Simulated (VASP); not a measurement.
# MgS (Niningerite): structure and properties in VASP, part 2 of 4

Aim: relax MgS (Niningerite), then compute properties on the relaxed cell. The start is a cell from a database of measured crystal structures.

VASP 6.6.1; PBEsol; plane waves and PAW (Mg, S).

So far, gap on the k-mesh (eV): step 2 (relaxing cell and atoms (PBEsol)) 2.95; step 3 (k-mesh 8×8×8) 2.73. The relaxed cell has a = 5.178 Å (conventional setting).

## (4) Single point with fields (PBEsol)

The relaxed cell gets a fresh self-consistent run, on a basis set for its own volume, to fix the density and to check the remaining stress.

Input file INCAR:

```
SYSTEM = MgS
PREC = Accurate
ENCUT = 400
EDIFF = 1E-06
NELM = 100
ISMEAR = 0
SIGMA = 0.05
LREAL = .FALSE.
ALGO = Normal
GGA = PS
NBANDS = 10
LORBIT = 11
LWAVE = .FALSE.
LCHARG = .TRUE.
ISIF = 2
LELF = .TRUE.
LVHAR = .TRUE.
```

Input file POSCAR:

```
MgS
1.0
    0.0000000000      2.5891624412      2.5891624412
    2.5891624412      0.0000000000      2.5891624412
    2.5891624412      2.5891624412      0.0000000000
Mg S
1 1
Direct
    0.0000000000      0.0000000000      0.0000000000
    0.5000000000      0.5000000000      0.5000000000
```

Input file KPOINTS:

```
Automatic mesh
0
Gamma
8 8 8
0 0 0
```

The projector-augmented-wave data sets are Mg and S (PBE family, release 64).

The run is started by

```sh
$ mpirun -np 2 vasp_std
```

The log of the run:

```text
[banner, memory and clock lines left out]
running    2 mpi-ranks, on    1 nodes
 distrk:  each k-point on    2 cores,    1 groups
 distr:  one band on    1 cores,    2 groups

 POSCAR found type information on POSCAR MgS
 POSCAR found :  2 types and       2 ions
 [... a notice as in an earlier step ...]

 LDA part: xc-table for (Slater+PW92), standard interpolation
 POSCAR, INCAR and KPOINTS ok, starting setup
 FFT: planning ... GRIDC
 FFT: planning ... GRID_SOFT
 FFT: planning ... GRID
 WAVECAR not read
 entering main loop
       N       E                     dE             d eps       ncg     rms          rms(c)
DAV:   1     0.136361653689E+02    0.13636E+02   -0.33009E+03   660   0.526E+02
DAV:   2    -0.861194661244E+01   -0.22248E+02   -0.20647E+02   748   0.916E+01
DAV:   3    -0.943539434093E+01   -0.82345E+00   -0.82260E+00   678   0.187E+01
DAV:   4    -0.944013335656E+01   -0.47390E-02   -0.47384E-02   746   0.173E+00
DAV:   5    -0.944016337997E+01   -0.30023E-04   -0.30023E-04   662   0.121E-01    0.416E+00
DAV:   6    -0.911791538603E+01    0.32225E+00   -0.70787E-01   624   0.353E+00    0.315E+00
DAV:   7    -0.907727366436E+01    0.40642E-01   -0.18941E-01   652   0.197E+00    0.194E+00
DAV:   8    -0.907473714569E+01    0.25365E-02   -0.99786E-03   650   0.617E-01    0.710E-01
DAV:   9    -0.907454463918E+01    0.19251E-03   -0.47573E-04   646   0.130E-01    0.300E-01
[... 1 cycle as in an earlier step ...]
DAV:  11    -0.907453908188E+01   -0.30675E-06   -0.25835E-06   636   0.973E-03
   1 F= -.90745391E+01 E0= -.90745391E+01  d E =-.783255E-11
```

Run time: 4 s. Hardware: 2 MPI ranks of Intel Xeon Platinum 8375C at 2.90GHz (Ice Lake), shared host; peak memory 0.23 GiB.

OUTCAR, selected parts (step 4):

```text
The static configuration has the point symmetry O_h .

 Found     29 irreducible k-points:

   NELECT =       8.0000    total number of electrons

 E-fermi :   4.0116

  Total       -0.0058423     -0.0058423     -0.0058423     -0.0000000     -0.0000000      0.0000000
  in kB       -0.2696424     -0.2696424     -0.2696424     -0.0000000     -0.0000000      0.0000000
  external PRESSURE =      -0.2696424 kB  Pullay stress =       0.0000000 kB

[... 19 parts as in an earlier step ...]
```

Numbers from this step:

```yaml
scf_cycles: 11
```

Valence electrons inside each PAW sphere by angular momentum. Sphere charges, by row:

| atom | s (e) | p (e) | d (e) | tot (e) |
| --- | --- | --- | --- | --- |
| Mg1 | 0.139 | 0.132 | 0.041 | 0.312 |
| S2 | 1.309 | 2.484 | 0 | 3.793 |

Electrostatic potential energy in the ac plane of the conventional cell at fractional y = 0.000, with atoms of Mg and S within 0.2 Å of it. With pseudopotentials it is smooth inside the atoms' cores, unlike the true potential.

Ten even steps from '_' (-87 eV) to '@' (3 eV), each cell a mean:
```
**##%%@@@@++____--%%@@@@####
##%%@@@@@@%%++==##@@@@@@%%##
@@@@@@@@@@@@@@@@@@@@@@@@@@@@
@@@@@@@@@@@@@@@@@@@@@@@@@@@@
##%%@@@@@@@@%%%%%%@@@@@@@@%%
::++%%@@@@%%######%%@@@@##--
__::##@@@@##****##%%@@@@==__
__--%%@@@@####**##%%@@@@++__
==##@@@@@@%%####%%@@@@@@%%++
@@@@@@@@@@@@@@@@@@@@@@@@@@@@
@@@@@@@@@@@@@@@@@@@@@@@@@@@@
%%%%@@@@@@@@%%##%%@@@@@@@@%%
####%%@@@@##--::++%%@@@@%%##
**##%%@@@@==____::##@@@@##**
```
Columns run along a (5.2 Å; values clipped at the 3rd and 97th percentile), rows up along c (5.2 Å), edges of the conventional cell, whose origin can differ from the input's. Atoms in or near the plane, at fractional coordinates: Mg at (0.00, 0.00), Mg at (0.50, 0.50), S at (0.50, 0.00), S at (0.00, 0.50).

ELF in the ac plane of the conventional cell at fractional y = 0.000, with atoms of Mg and S within 0.2 Å of it. It is the smooth field of the valence electrons, not physical close to the nuclei.

Ten even steps from '0' (0.00) to '9' (0.86), each cell a mean:
```
00379976899510
11258999996311
64225899973135
98522578631369
99852234213799
89984100026998
48996100048996
68995100037997
99963111125899
99731356422589
86313699852257
42137999985223
00269988998410
00489964899610
```
Columns run along a (5.2 Å), rows up along c (5.2 Å), edges of the conventional cell, whose origin can differ from the input's. Atoms in or near the plane, at fractional coordinates: Mg at (0.00, 0.00), Mg at (0.50, 0.50), S at (0.50, 0.00), S at (0.00, 0.50).

Valence density in the ac plane of the conventional cell at fractional y = 0.000, with atoms of Mg and S within 0.2 Å of it. It is the smooth field of the valence electrons, not physical close to the nuclei.

Ten even steps from '_' (0.0 e/Å³) to '@' (1.1 e/Å³), each cell a mean:
```
______..==@@##++@@##::..____
______..--**@@@@%%==..______
..______..--==++--::______..
--::..____........______..::
##++::..______________::==##
@@@@++::____________..--%%@@
..@@##--..__________..++@@++
++@@##::..__________..==@@##
@@%%==..____________..--**@@
++--::______....______..--==
....______..::--::..____....
________::==####++::..______
______..--%%@@@@@@++::______
______..++@@++..@@##--..____
```
Columns run along a (5.2 Å), rows up along c (5.2 Å), edges of the conventional cell, whose origin can differ from the input's. Atoms in or near the plane, at fractional coordinates: Mg at (0.00, 0.00), Mg at (0.50, 0.50), S at (0.50, 0.00), S at (0.00, 0.50).

In this run the pressure is -0.03 GPa, small enough to go on; single stress components reach 0.03 GPa.

## (5) Bands along the symmetry lines (PBEsol)

Levels along the symmetry lines show where the bands peak and cross; KPOINTS_OPT computes them in the converged potential.

Input file INCAR:

```
SYSTEM = MgS
PREC = Accurate
ENCUT = 400
EDIFF = 1E-06
NELM = 100
ISMEAR = 0
SIGMA = 0.05
LREAL = .FALSE.
ALGO = Normal
GGA = PS
NBANDS = 16
LORBIT = 11
LWAVE = .FALSE.
LCHARG = .FALSE.
KPAR = 2
```

POSCAR is that of step 4.

KPOINTS is that of step 4.

Input file KPOINTS_OPT:

```
Line mode
16
Line-mode
Reciprocal
  0.00000000   0.00000000   0.00000000 GAMMA
  0.50000000   0.00000000   0.50000000 X

  0.50000000   0.00000000   0.50000000 X
  0.50000000   0.25000000   0.75000000 W

  0.50000000   0.25000000   0.75000000 W
  0.37500000   0.37500000   0.75000000 K

  0.37500000   0.37500000   0.75000000 K
  0.00000000   0.00000000   0.00000000 GAMMA

  0.00000000   0.00000000   0.00000000 GAMMA
  0.50000000   0.50000000   0.50000000 L

  0.50000000   0.50000000   0.50000000 L
  0.62500000   0.25000000   0.62500000 U

  0.62500000   0.25000000   0.62500000 U
  0.50000000   0.25000000   0.75000000 W

  0.50000000   0.25000000   0.75000000 W
  0.50000000   0.50000000   0.50000000 L

  0.50000000   0.50000000   0.50000000 L
  0.37500000   0.37500000   0.75000000 K

  0.62500000   0.25000000   0.62500000 U
  0.50000000   0.00000000   0.50000000 X
```

The run is started by

```sh
$ mpirun -np 2 vasp_std
```

The log of the run:

```text
[... set-up lines as in an earlier step ...]
 entering main loop
       N       E                     dE             d eps       ncg     rms          rms(c)
DAV:   1     0.136449973375E+02    0.13645E+02   -0.28249E+03  1032   0.320E+02
DAV:   2    -0.873281418994E+01   -0.22378E+02   -0.21427E+02  1264   0.744E+01
DAV:   3    -0.943711615790E+01   -0.70430E+00   -0.70372E+00  1080   0.122E+01
DAV:   4    -0.944013850026E+01   -0.30223E-02   -0.30223E-02  1248   0.937E-01
DAV:   5    -0.944016351296E+01   -0.25013E-04   -0.25013E-04  1088   0.808E-02    0.416E+00
DAV:   6    -0.911760044505E+01    0.32256E+00   -0.51370E-01  1112   0.220E+00    0.316E+00
DAV:   7    -0.907724115429E+01    0.40359E-01   -0.15010E-01  1160   0.131E+00    0.193E+00
DAV:   8    -0.907477403518E+01    0.24671E-02   -0.98361E-03  1072   0.415E-01    0.745E-01
DAV:   9    -0.907455275849E+01    0.22128E-03   -0.41514E-04  1136   0.827E-02    0.351E-01
DAV:  10    -0.907454012798E+01    0.12631E-04   -0.17694E-04  1160   0.459E-02    0.525E-02
DAV:  11    -0.907453921082E+01    0.91716E-06   -0.36924E-06  1112   0.855E-03
   1 F= -.90745392E+01 E0= -.90745392E+01  d E =-.449531E-22
 Start KPOINTS_OPT (optional k-point list driver)
k-point batch [1-29\160]
       N       E                     dE             ncg
DAV:   1     0.504939684238E+03   -0.55353E+04     1032
DAV:   2    -0.117715158951E+03   -0.62265E+03     1224
DAV:   3    -0.139424941974E+03   -0.21710E+02     1200
DAV:   4    -0.139522899568E+03   -0.97958E-01     1240
DAV:   5    -0.139523717890E+03   -0.81832E-03     1168
DAV:   6    -0.139523726639E+03   -0.87493E-05     1216
DAV:   7    -0.139523726735E+03   -0.96095E-07      952
[...]
k-point batch [146-160\160]
       N       E                     dE             ncg
DAV:   1     0.376044337640E+04   -0.40880E+04      520
DAV:   2     0.341601578022E+04   -0.34443E+03      656
DAV:   3     0.340514093625E+04   -0.10875E+02      616
DAV:   4     0.340508313140E+04   -0.57805E-01      600
DAV:   5     0.340508262497E+04   -0.50642E-03      608
DAV:   6     0.340508261938E+04   -0.55929E-05      632
DAV:   7     0.340508261932E+04   -0.62123E-07      552
```

Run time: 14 s. Hardware: 2 MPI ranks; peak memory 0.28 GiB.

OUTCAR, selected parts (step 5):

```text
   k-points           NKPTS =     29   k-points in BZ     NKDIM =     29   number of bands    NBANDS=     16

   NELECT =       8.0000    total number of electrons

 E-fermi :   4.1331

 k-point     1 :       0.0000    0.0000    0.0000
  band No.  band energies     occupation
      1      -8.9611      2.00000
      2       3.8062      2.00000
      3       3.8062      2.00000
      4       3.8062      2.00000
      5       7.5126      0.00000
      6      11.6505      0.00000
      7      11.6505      0.00000
      8      11.6505      0.00000
      9      14.1332      0.00000
    ...

  Total       -0.0062575     -0.0062575     -0.0062575      0.0000000      0.0000000      0.0000000
  in kB       -0.2888061     -0.2888061     -0.2888061      0.0000000      0.0000000      0.0000000
  external PRESSURE =      -0.2888061 kB  Pullay stress =       0.0000000 kB

 POSITION                                       TOTAL-FORCE (eV/Angst)
 -----------------------------------------------------------------------------------
      0.00000      0.00000      0.00000         0.000000     -0.000000      0.000000
      2.58916      2.58916      2.58916        -0.000000      0.000000     -0.000000
 -----------------------------------------------------------------------------------
    total drift:                               -0.000000     -0.000000      0.000000

  FREE ENERGIE OF THE ION-ELECTRON SYSTEM (eV)
  ---------------------------------------------------
  free  energy   TOTEN  =        -9.0745392108 eV

  energy  without entropy=       -9.0745392108  energy(sigma->0) =       -9.07453921

[... 8 parts as in an earlier step ...]

[... 8 further parts left out ...]
```

Numbers from this step:

```
bands                             : 16
Fermi energy                      : 4.133 eV
pressure                          : -0.02888 GPa
least gap on mesh and path        : 2.734 eV
least direct gap on mesh and path : 3.706 eV
```

The electronic bands at the labelled points (eV, zero at the valence-band top; v1 is the highest filled band, c1 the lowest empty one):

| point | v3 | v2 | v1 | c1 | c2 | c3 | c4 |
| --- | --- | --- | --- | --- | --- | --- | --- |
| Γ | 0.00 | 0.00 | 0.00 | 3.71 | 7.84 | 7.84 | 7.84 |
| 0.47 of the way | -2.42 | -0.92 | -0.92 | 5.20 | 5.62 | 7.98 | 9.92 |
| X | -4.34 | -1.74 | -1.74 | 2.73 | 4.20 | 12.01 | 12.86 |
| 0.47 of the way | -4.11 | -2.27 | -2.09 | 3.66 | 5.20 | 10.30 | 10.78 |
| W | -3.35 | -3.35 | -2.44 | 5.27 | 7.87 | 7.87 | 8.04 |
| 0.47 of the way | -3.69 | -3.22 | -1.97 | 4.63 | 6.85 | 8.75 | 9.19 |
| K | -3.83 | -3.29 | -1.41 | 3.84 | 6.62 | 9.70 | 10.06 |
| 0.47 of the way | -3.30 | -1.73 | -0.38 | 6.15 | 7.24 | 7.29 | 7.84 |
| Γ | 0.00 | 0.00 | 0.00 | 3.71 | 7.84 | 7.84 | 7.84 |
| 0.47 of the way | -2.65 | -0.30 | -0.30 | 4.90 | 7.85 | 7.85 | 8.09 |
| L | -4.97 | -0.62 | -0.62 | 4.42 | 6.84 | 6.84 | 10.22 |
| 0.53 of the way | -4.51 | -2.14 | -0.98 | 4.92 | 6.74 | 7.99 | 9.60 |
| U | -3.83 | -3.29 | -1.41 | 3.84 | 6.62 | 9.70 | 10.06 |
| 0.53 of the way | -3.69 | -3.22 | -1.97 | 4.63 | 6.85 | 8.75 | 9.19 |
| W | -3.35 | -3.35 | -2.44 | 5.27 | 7.87 | 7.87 | 8.04 |
| 0.47 of the way | -4.37 | -2.35 | -1.28 | 5.47 | 6.14 | 8.55 | 9.24 |
| L | -4.97 | -0.62 | -0.62 | 4.42 | 6.84 | 6.84 | 10.22 |
| 0.53 of the way | -4.51 | -2.14 | -0.98 | 4.92 | 6.74 | 7.99 | 9.60 |
| K | -3.83 | -3.29 | -1.41 | 3.84 | 6.62 | 9.70 | 10.06 |
| jump to U | -3.83 | -3.29 | -1.41 | 3.84 | 6.62 | 9.70 | 10.06 |
| 0.53 of the way | -4.23 | -2.26 | -1.67 | 3.13 | 4.78 | 11.35 | 11.41 |
| X | -4.34 | -1.74 | -1.74 | 2.73 | 4.20 | 12.01 | 12.86 |

Of the projections kept (Mg, S), the largest for each band there, as a share of the weight inside these atoms' spheres; weight between the spheres isn't counted:

| point | v3 | v2 | v1 | c1 | c2 | c3 | c4 |
| --- | --- | --- | --- | --- | --- | --- | --- |
| Γ | S 0.97 | S 0.97 | S 0.97 | S 0.63 | Mg 1.00 | Mg 1.00 | Mg 1.00 |
| X | S 0.87 | S 0.92 | S 0.92 | Mg 0.88 | Mg 1.00 | S 0.86 | Mg 1.00 |
| W | S 0.88 | S 0.88 | S 0.81 | Mg 0.55 | S 0.80 | S 0.80 | Mg 0.79 |
| K | S 0.87 | S 0.82 | S 0.93 | Mg 0.84 | S 0.66 | Mg 0.70 | S 0.88 |
| Γ | S 0.97 | S 0.97 | S 0.97 | S 0.63 | Mg 1.00 | Mg 1.00 | Mg 1.00 |
| L | S 0.76 | S 0.97 | S 0.97 | S 0.61 | Mg 1.00 | Mg 1.00 | Mg 0.58 |

The electronic bands as a text plot (rows in eV, shown from -5.0 to 8.7 only):

```
    8.4 | ++ +       ++    +   ++     +      +   + +++
    7.9 |+  +         +   +++++++++++++     +     ++       +
    7.3 | +          ++  +   ++++   +  +   + ++  + +  ++  + +
    6.7 |  +           ++               +++ +  ++   +   ++ + +
    6.2 |   +       +        +             +         +++  +
    5.6 |   +               + ++                    +++       +
    5.0 |  + ++    + ++    +         ++    ++    +++   + +++   +
    4.5 | +   +++++ +  +  +     +   +  ++++  +  +       +   +   +
    3.9 |+              ++       +++          ++             +
    3.3 |      +   +                                          ++
    2.7 |       +++                                             +
    2.2 |
    1.6 |
    1.0 |
    0.5 |
   -0.1 |***                 **********
   -0.7 | * *              **  **      ******         *****
   -1.3 |  * ***        ***   *     *      * ***     ***  *****
   -1.8 |   *   ****   *     * *            *   *  ***         **
   -2.4 |          ****     * *      *       *   **        *   *
   -3.0 |    **      ***   *          *         ** **       * *
   -3.5 |      *     ****** **                ******         *
   -4.1 |       *****      *           *     **     *       * ***
   -4.7 |                               *****        *******
         Γ       X    W  K        Γ      L     U  W     L   K|U X
```

The path finds the gap of the mesh within 0.02 eV, so the mesh comes close to both band edges.

## (6) Total and projected DOS (PBEsol)

A density of states needs more k-points than a total energy, and tetrahedra (ISMEAR = -5) or a smearing that fits the mesh; LORBIT projects the states on the PAW spheres. The mesh is finer than in the run before.

INCAR: that of step 5 with these lines changed.

```diff
@@ -5,3 +5,3 @@
 NELM = 100
-ISMEAR = 0
+ISMEAR = -5
 SIGMA = 0.05
@@ -15 +15,2 @@
 KPAR = 2
+NEDOS = 2001
```

POSCAR is that of step 5.

Input file KPOINTS:

```
Automatic mesh
0
Gamma
11 11 11
0 0 0
```

The run is started by

```sh
$ mpirun -np 2 vasp_std
```

The log of the run:

```text
[... set-up lines as in an earlier step ...]
 entering main loop
       N       E                     dE             d eps       ncg     rms          rms(c)
DAV:   1     0.144210049245E+02    0.14421E+02   -0.29741E+03  1912   0.328E+02
DAV:   2    -0.858050040604E+01   -0.23002E+02   -0.22119E+02  2448   0.739E+01
DAV:   3    -0.943650199492E+01   -0.85600E+00   -0.85515E+00  2168   0.136E+01
DAV:   4    -0.944023962299E+01   -0.37376E-02   -0.37375E-02  2384   0.104E+00
DAV:   5    -0.944026901671E+01   -0.29394E-04   -0.29394E-04  2168   0.891E-02    0.416E+00
DAV:   6    -0.911782562997E+01    0.32244E+00   -0.51251E-01  2224   0.220E+00    0.316E+00
DAV:   7    -0.907750816354E+01    0.40317E-01   -0.14966E-01  2384   0.131E+00    0.193E+00
DAV:   8    -0.907503118476E+01    0.24770E-02   -0.97886E-03  2120   0.415E-01    0.739E-01
DAV:   9    -0.907481000423E+01    0.22118E-03   -0.41483E-04  2256   0.828E-02    0.347E-01
DAV:  10    -0.907479907880E+01    0.10925E-04   -0.19041E-04  2312   0.475E-02    0.696E-02
DAV:  11    -0.907479697602E+01    0.21028E-05   -0.52970E-06  2160   0.971E-03    0.226E-02
DAV:  12    -0.907479687263E+01    0.10339E-06   -0.45919E-07  1296   0.283E-03
   1 F= -.90747969E+01 E0= -.90747969E+01  d E =0.000000E+00
```

Run time: 8.4 s. Hardware: 2 MPI ranks; peak memory 0.27 GiB.

Parts of OUTCAR (step 6):

```text
   k-points           NKPTS =     56   k-points in BZ     NKDIM =     56   number of bands    NBANDS=     16

   NELECT =       8.0000    total number of electrons

 E-fermi :   3.8130

 k-point     1 :       0.0000    0.0000    0.0000
  band No.  band energies     occupation
      1      -8.9616      2.00000
      2       3.8057      2.00000
      3       3.8057      2.00000
      4       3.8057      2.00000
      5       7.5124      0.00000
      6      11.6505      0.00000
      7      11.6505      0.00000
      8      11.6505      0.00000
      9      14.1330      0.00000
    ...

  Total       -0.0032890     -0.0032890     -0.0032890      0.0000000     -0.0000000      0.0000000
  in kB       -0.1517960     -0.1517960     -0.1517960      0.0000000     -0.0000000      0.0000000
  external PRESSURE =      -0.1517960 kB  Pullay stress =       0.0000000 kB

 POSITION                                       TOTAL-FORCE (eV/Angst)
 -----------------------------------------------------------------------------------
      0.00000      0.00000      0.00000         0.000000      0.000000      0.000000
      2.58916      2.58916      2.58916        -0.000000     -0.000000     -0.000000
 -----------------------------------------------------------------------------------
    total drift:                               -0.000000     -0.000000      0.000000

  FREE ENERGIE OF THE ION-ELECTRON SYSTEM (eV)
  ---------------------------------------------------
  free  energy   TOTEN  =        -9.0747968726 eV

  energy  without entropy=       -9.0747968726  energy(sigma->0) =       -9.07479687

[... 7 parts as in an earlier step ...]

[... 9 further parts left out ...]
```

This step gave:

```yaml
scf_cycles: 12
irreducible_k_points: 56
fermi_energy: 3.813 eV
pressure: -0.01518 GPa
conduction_bottom_at_k: 0.4545, 0.4545, 0
gap_on_the_k_mesh: 2.822 eV
least_direct_gap_on_the_k_mesh: 3.707 eV
```

The density of states has structure finer than the step of the table below, so its rows give means over 1 eV, whole bins alone (the curve runs from -12.0 to 10.7 eV). Peaks (eV: height): total -11.1: 2.95, -4.0: 2.82, 5.2: 2.30, 9.2: 2.06; S p -4.0: 0.891, -0.8: 1.05, 9.2: 0.363; Mg s -4.0: 0.116, 5.2: 0.234, 6.5: 0.0917, 9.2: 0.0497; Mg p 5.2: 0.104, 6.5: 0.124, 7.6: 0.169, 9.2: 0.126; S s -11.1: 1.95.

States under -12.0 eV and over 10.7 eV are left out. The density of states by energy, zero at the valence-band top; means over each step; values in states/eV/cell:

| energy (eV) | total | S p | Mg s | Mg p | S s |
| --- | --- | --- | --- | --- | --- |
| -11 | 1.26 | 0.00116 | 0.00354 | 0.00829 | 0.820 |
| -10 | 0 | 0 | 0 | 0 | 0 |
| -9 | 0 | 0 | 0 | 0 | 0 |
| -8 | 0 | 0 | 0 | 0 | 0 |
| -7 | 0 | 0 | 0 | 0 | 0 |
| -6 | 0 | 0 | 0 | 0 | 0 |
| -5 | 0.155 | 0.0455 | 0.0118 | 7.1e-4 | 0.00105 |
| -4 | 1.40 | 0.441 | 0.0639 | 0.0264 | 0.0247 |
| -3 | 0.808 | 0.289 | 0.0220 | 0.0194 | 0.0180 |
| -2 | 1.41 | 0.592 | 0.0187 | 0.0369 | 0.0110 |
| -1 | 1.89 | 0.930 | 0.00644 | 0.0313 | 0.00485 |
| 0 | 0.348 | 0.191 | 1.2e-4 | 0.00443 | 4.0e-4 |
| 1 | 0 | 0 | 0 | 0 | 0 |
| 2 | 0 | 0 | 0 | 0 | 0 |
| 3 | 0.0754 | 0.00207 | 0.0190 | 0.00119 | 0.00260 |
| 4 | 0.377 | 0.0179 | 0.0726 | 0.0120 | 0.0138 |
| 5 | 1.49 | 0.0967 | 0.149 | 0.0657 | 0.0878 |
| 6 | 0.970 | 0.0785 | 0.0496 | 0.0485 | 0.0265 |
| 7 | 1.39 | 0.125 | 0.0450 | 0.1000 | 0.0253 |
| 8 | 1.42 | 0.122 | 0.0151 | 0.141 | 0.0253 |
| 9 | 1.47 | 0.225 | 0.0351 | 0.103 | 0.0224 |
| 10 | 1.02 | 0.166 | 0.0315 | 0.0604 | 0.00914 |

The gap on this mesh is 2.82 eV, over the 2.73 eV of the band run, since this mesh misses a band edge. In the top eV of the valence band the largest shares in the PAW spheres are S p 52 %. The rest lies in smaller channels or between the spheres.

(Part 2 of 4 ends here.)

[Lines on the potential files, build, host, timing and source positions are cut from VASP's logs without a mark.]

[Logs are printed without paths, hosts, clocks, repeated set-up lines and the standing remarks that a program may print on its own settings, such as how far it seeks lower states.]

[Hosts, paths, dates, database ids (printed as entryN), source tags and the programs' standing remarks are cut or masked in the printed files.]

[A measured line is paired with the nearest computed mode of its activity, which favours agreement.]

[In band tables of VASP the shares of atoms and orbitals are scaled to a sum of 1 inside the atoms' spheres.]
